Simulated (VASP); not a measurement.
# Ag under biaxial strain in the (001) plane

How do stress and energy of Ag follow biaxial strain in the (001) plane?

Main program and level: VASP 6.6.1; r2SCAN; plane waves and PAW (Ag), in the first sound run; inputs show where later runs differ.

### 1. Set-up

The structure is cubic, space group Fm-3m (No. 225). The conventional cell has a = 4.090 Å, b = 4.090 Å, c = 4.090 Å, α = 90.00°, β = 90.00°, γ = 90.00°. Nearest to Ag lie 12 Ag at 2.89 Å.

### 2. Relax the crystal, r2SCAN

The series starts from the cell that this level prefers, so that zero strain is near zero stress.

This step took 2 runs in a row; the last is shown.

Level: r2SCAN; plane waves and PAW (Ag).

The input, INCAR:

```
SYSTEM = Ag
PREC = Accurate
ENCUT = 450
EDIFF = 1E-07
NELM = 120
ISMEAR = 1
SIGMA = 0.15
LREAL = .FALSE.
ALGO = Normal
METAGGA = R2SCAN
LASPH = .TRUE.
NBANDS = 11
LORBIT = 11
LWAVE = .FALSE.
LCHARG = .FALSE.
KPAR = 8
IBRION = 2
NSW = 40
ISIF = 3
EDIFFG = -0.005
POTIM = 0.4
```

The input, POSCAR:

```
Ag
1.0
    0.0000000000      2.0532657542      2.0532657542
    2.0532657542      0.0000000000      2.0532657542
    2.0532657542      2.0532657542      0.0000000000
Ag
1
Direct
    0.0000000000      0.0000000000      0.0000000000
```

The input, KPOINTS:

```
Automatic mesh
0
Gamma
25 25 25
0 0 0
```

The projector-augmented-wave data sets are Ag (PBE family, release 64).

Started as:

```
$ mpirun -np 8 vasp_std
```

Log:

```text
[banner, memory and clock lines left out]
running    8 mpi-ranks, on    1 nodes
[...]
|                                                                             |
|           W    W    AA    RRRRR   N    N  II  N    N   GGGG   !!!           |
|           W    W   A  A   R    R  NN   N  II  NN   N  G    G  !!!           |
|           W    W  A    A  R    R  N N  N  II  N N  N  G       !!!           |
|           W WW W  AAAAAA  RRRRR   N  N N  II  N  N N  G  GGG   !            |
|           WW  WW  A    A  R   R   N   NN  II  N   NN  G    G                |
|           W    W  A    A  R    R  N    N  II  N    N   GGGG   !!!           |
|                                                                             |
|     For optimal performance we recommend to set                             |
|       NCORE = 2 up to number-of-cores-per-socket                            |
|     NCORE specifies how many cores store one orbital (NPAR=cpu/NCORE).      |
|     This setting can greatly improve the performance of VASP for DFT.       |
[...]
DAV:   4    -0.213561211626E+02    0.29654E-05   -0.26831E-06 10784   0.102E-02    0.211E-03
DAV:   5    -0.213561211680E+02   -0.54704E-08   -0.37799E-07  9615   0.607E-03
   2 F= -.21356121E+02 E0= -.21356017E+02  d E =0.323925E-05
 trial-energy change:    0.000003  1 .order   -0.000001   -0.000010    0.000009
 step:   0.2865(harm=  0.5393)  dis= 0.00000  next Energy=   -21.356126 (dE=-0.141E-05)
[...]
N       E                     dE             d eps       ncg     rms          rms(c)
DAV:   1    -0.213562187503E+02   -0.97588E-04   -0.15852E-03 10700   0.432E-01    0.637E-02
DAV:   2    -0.213561227382E+02    0.96012E-04   -0.39158E-04 10769   0.183E-01    0.185E-02
DAV:   3    -0.213561241041E+02   -0.13658E-05   -0.31299E-06 11479   0.180E-02    0.134E-02
DAV:   4    -0.213561251465E+02   -0.10425E-05   -0.13976E-06 10748   0.737E-03    0.152E-03
DAV:   5    -0.213561250275E+02    0.11901E-06   -0.19768E-07  5710   0.440E-03    0.574E-04
DAV:   6    -0.213561248918E+02    0.13576E-06   -0.46701E-09  5194   0.753E-04    0.714E-05
DAV:   7    -0.213561249062E+02   -0.14453E-07   -0.48765E-10  5194   0.204E-04
   3 F= -.21356125E+02 E0= -.21356021E+02  d E =-.498925E-06
[...]
reached required accuracy - stopping structural energy minimisation
```

The job ended after 96 s (8 MPI ranks of AMD EPYC 7R43, shared host; peak memory 1.2 GiB).

Lines that name or quote the potential files are left out of all logs, and their timing lines are given in words.

OUTCAR, selected parts (step 2):

```text
  Total        0.0010211      0.0010211      0.0010211      0.0000000      0.0000000      0.0000000
  in kB        0.0944670      0.0944670      0.0944670      0.0000000      0.0000000      0.0000000
  external PRESSURE =       0.0944670 kB  Pullay stress =       0.0000000 kB

 POSITION                                       TOTAL-FORCE (eV/Angst)
 -----------------------------------------------------------------------------------
      0.00000      0.00000      0.00000         0.000000      0.000000      0.000000
 -----------------------------------------------------------------------------------
    total drift:                               -0.000000     -0.000000     -0.000000

  FREE ENERGIE OF THE ION-ELECTRON SYSTEM (eV)
  ---------------------------------------------------
  free  energy   TOTEN  =       -21.3561249062 eV

  energy  without entropy=      -21.3558129427  energy(sigma->0) =      -21.35602092

 reached required accuracy - stopping structural energy minimisation

[... 3 further parts left out ...]
[key lines of the parts left out:]
E-fermi :   8.2293
```

Numbers from this step:

```
energy(sigma→0) of the program : -21.3560 eV
stress, compression positive   : xx, yy, zz 0.01, 0.01, 0.01 GPa
volume                         : 17.318 Å³
ionic steps                    : 3
```

### 3. Strain along the normal, r2SCAN

One member in full: the plane is strained by 1 %, and the strain along the normal is moved by secant steps until the normal stress is under 0.012 GPa or five steps are spent; the atoms relax at each step.

This step took 3 runs, each at a new trial strain with the atoms of the one before; the last is shown.

Level: r2SCAN; plane waves and PAW (Ag).

INCAR: that of step 2 with these lines changed.

```diff
@@ -15,7 +15,7 @@
 LCHARG = .FALSE.
-KPAR = 8
-IBRION = 2
-NSW = 40
-ISIF = 3
-EDIFFG = -0.005
-POTIM = 0.4
+KPAR = 2
+IBRION = 1
+NSW = 25
+ISIF = 2
+EDIFFG = -0.004
+POTIM = 0.3
```

The input, POSCAR:

```
Ag
1.0
    0.0000000000      2.0740164300      2.0211893370
    2.0740164300      0.0000000000      2.0211893370
    2.0740164300      2.0740164300      0.0000000000
Ag
1
Direct
    0.0000000000      0.0000000000      0.0000000000
```

KPOINTS is that of step 2.

Started as:

```
$ mpirun -np 2 vasp_std
```

Log:

```text
[banner, memory and clock lines left out]
running    2 mpi-ranks, on    1 nodes
[...]
[... a notice as in an earlier step ...]

 LDA part: xc-table for (None), standard interpolation
 POSCAR, INCAR and KPOINTS ok, starting setup
[...]
entering main loop
       N       E                     dE             d eps       ncg     rms          rms(c)
DAV:   1     0.255029214990E+02    0.25503E+02   -0.51681E+03 26418   0.820E+02
DAV:   2    -0.241797436468E+02   -0.49683E+02   -0.47276E+02 29272   0.191E+02
DAV:   3    -0.248242351506E+02   -0.64449E+00   -0.64414E+00 29632   0.240E+01
DAV:   4    -0.248269990378E+02   -0.27639E-02   -0.27637E-02 29039   0.157E+00
[...]
DAV:  12    -0.213555087205E+02    0.25129E-05   -0.15256E-05 29803   0.411E-02    0.155E-03
DAV:  13    -0.213555089868E+02   -0.26631E-06   -0.51508E-07 28289   0.691E-03    0.984E-04
DAV:  14    -0.213555089711E+02    0.15672E-07   -0.25161E-07 24327   0.508E-03
   1 F= -.21355509E+02 E0= -.21355427E+02  d E =-.213555E+02
 BRION: g(F)=  0.000E+00 g(S)=  0.000E+00
 reached required accuracy - stopping structural energy minimisation
```

Run time: 6.8 min. Hardware: 2 MPI ranks; peak memory 0.49 GiB; 13 min of CPU time.

Parts of OUTCAR (step 3):

```text
  Total       -0.0655724     -0.0655724      0.0003378      0.0000000      0.0000000      0.0000000
  in kB       -6.0418592     -6.0418592      0.0311226      0.0000000      0.0000000      0.0000000
  external PRESSURE =      -4.0175320 kB  Pullay stress =       0.0000000 kB

  FREE ENERGIE OF THE ION-ELECTRON SYSTEM (eV)
  ---------------------------------------------------
  free  energy   TOTEN  =       -21.3555089711 eV

  energy  without entropy=      -21.3552644390  energy(sigma->0) =      -21.35542746

[... 2 parts as in an earlier step ...]

[... 3 further parts left out ...]
[key lines of the parts left out:]
E-fermi :   8.1813
```

Read from the output:

| Quantity | Value |
| --- | --- |
| energy(sigma→0) of the program | -21.3554 eV |
| stress, compression positive | xx, yy, zz -0.60, -0.60, 0.00 GPa |
| ionic steps | 1 |

### 4. The whole series

The other members went through these steps as far as the tables show, with the same cutoff and, step by step, the same mesh; 29 runs are not shown. The session took 6.6 core hours (wall time by ranks) on a shared machine.

```
in-plane strain (%)  strain along the normal (%)  in-plane stress, tension positive (GPa)  energy above the unstrained row, extrapolated to no smearing (meV/atom)
             -2.000                        3.138                                   -1.591                                                                    3.167
             -1.500                        2.367                                   -1.108                                                                    1.753
             -1.000                        1.557                                   -0.742                                                                    0.763
             -0.500                        0.835                                   -0.359                                                                    0.163
                  0                        0.047                                   -0.011                                                                    0.000
              0.500                       -0.754                                    0.281                                                                    0.134
              1.000                       -1.573                                    0.604                                                                    0.594
              1.500                       -2.327                                        ?                                                                        ?
              2.000                       -3.083                                    1.189                                                                    2.559
```

### 5. Stress from the known rows

Fitting a parabola to the 8 known rows (e: strain in %) gives stress = − 0.04349 e² + 0.6833 e − 0.01955 in GPa; the residuals are 0.022 GPa r.m.s.

At e = 1.5 this predicts 0.908 GPa.

### 6. The withheld row

The calculation gives 0.908 GPa, so the prediction is right to the last digit shown.

Slopes at zero strain, from cubics through all rows: strain ratio -1.575, stress over strain 65 GPa.

### 7. Outcome

* error of the predicted stress: 0.000 GPa
* ratio of normal to in-plane strain: -1.575
* biaxial modulus: 65 GPa

As a check, the curvature of the energy gives 64 GPa for the same modulus (energy per volume = M × strain²), 1 % from the slope of the stress; these energies are extrapolated to no smearing, while the stress belongs to the free energy, so part of the difference may come from that. These are static values: temperature and zero-point motion are left out. In a metal the slopes also depend on mesh and smearing, which were held through the series.

[Lines on the potential files, build, host, timing and source positions are cut from VASP's logs without a mark.]

[Logs are printed without paths, hosts, clocks, repeated set-up lines and the standing remarks that a program may print on its own settings, such as how far it seeks lower states.]

[Hosts, paths, dates, database ids (printed as entryN), source tags and the programs' standing remarks are cut or masked in the printed files.]

[In band tables of VASP the shares of atoms and orbitals are scaled to a sum of 1 inside the atoms' spheres.]
